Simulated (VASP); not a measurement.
The system is Be2ZnO3.

```
Be Zn O
1.0
     4.40000   -2.54000    0.00000
     4.40000    2.54000    0.00000
     0.00000    0.00000    4.77000
Be Zn O
4 2 6
Direct
  0.51920 0.83000 0.50000
  0.83000 0.51920 0.00000
  0.17000 0.48080 0.50000
  0.48080 0.17000 0.00000
  0.17030 0.82970 0.99360
  0.82970 0.17030 0.49360
  0.45230 0.83690 0.91080
  0.16310 0.54770 0.91080
  0.88650 0.11350 0.84910
  0.83690 0.45230 0.41080
  0.54770 0.16310 0.41080
  0.11350 0.88650 0.34910
```

The cell was built by a generator and needn't be a form met in nature.

```yaml
Program: VASP 6.6.1
Task: relaxation of cell and atoms
Functional: PBE
Potentials_or_basis: VASP PAW PBE potentials, release 64 (Be, Zn, O)
Cutoff: 520 eV
k_mesh: 3 × 3 × 3
Occupations: gaussian, width 0.15 eV
Spin: no spin polarisation
```

At the start: pressure 66.0 GPa; volume 8.88 Å³/atom.

**Question.** How do energy, volume and symmetry change on relaxing?

**Answer.** Over 24 steps the energy falls by 1931.0 meV/atom and the volume is 8.46 Å³/atom (-4.8 %); space group Cmc2_1 (No. 36, to 0.05 Å).

The path:
```csv
step,energy change (eV),largest force (eV/Å),pressure (GPa),volume (Å³)
1,0.0000,21.9982,66.04,106.62
2,6.6724,4.1643,-27.74,172.86
3,-7.7430,4.8083,-26.42,162.72
4,-12.2126,5.3838,-24.95,155.21
5,-17.2282,7.4465,-14.32,129.49
6,-17.1167,8.4096,-1.11,117.71
7,-17.5971,7.7577,-10.62,124.77
8,-17.6235,7.8789,-7.61,122.74
9,-21.3907,1.9267,-17.23,119.12
10,-21.4869,1.5475,-16.69,118.69
11,-21.5942,0.8002,-16.35,117.84
12,-22.6445,0.6072,2.19,102.48
13,-22.6456,0.6076,1.47,102.96
14,-22.9875,0.6285,0.77,101.57
15,-23.0410,0.7106,1.15,100.76
16,-23.1142,0.3614,0.55,101.46
17,-23.1205,0.3230,-0.59,101.75
18,-23.1494,0.1976,0.44,101.48
19,-23.1530,0.1737,0.22,101.37
20,-23.1533,0.1731,-0.01,101.33
21,-23.1663,0.1133,0.26,101.24
22,-23.1677,0.1005,0.41,101.17
23,-23.1682,0.1079,0.34,101.19
24,-23.1721,0.0589,-0.03,101.52
```

Final structure:
```cif
data_structure
_symmetry_space_group_name_H-M 'P 1'
_symmetry_Int_Tables_number 1
_cell_length_a 5.0368
_cell_length_b 5.0368
_cell_length_c 4.6335
_cell_angle_alpha 90.000
_cell_angle_beta 90.000
_cell_angle_gamma 59.724
_cell_volume 101.52
loop_
_atom_site_label
_atom_site_type_symbol
_atom_site_fract_x
_atom_site_fract_y
_atom_site_fract_z
_atom_site_occupancy
Be1 Be 0.51380 0.83344 0.50575 1
Be2 Be 0.83344 0.51380 0.00575 1
Be3 Be 0.16656 0.48620 0.50575 1
Be4 Be 0.48620 0.16656 0.00575 1
Zn1 Zn 0.17913 0.82087 0.99398 1
Zn2 Zn 0.82087 0.17913 0.49398 1
O1 O 0.54912 0.83618 0.86471 1
O2 O 0.16382 0.45088 0.86471 1
O3 O 0.78218 0.21782 0.92938 1
O4 O 0.83618 0.54912 0.36471 1
O5 O 0.45088 0.16382 0.36471 1
O6 O 0.21782 0.78218 0.42938 1
```

Caveat: the k mesh is coarse (spacing up to 0.48 Å⁻¹), so the values aren't converged.
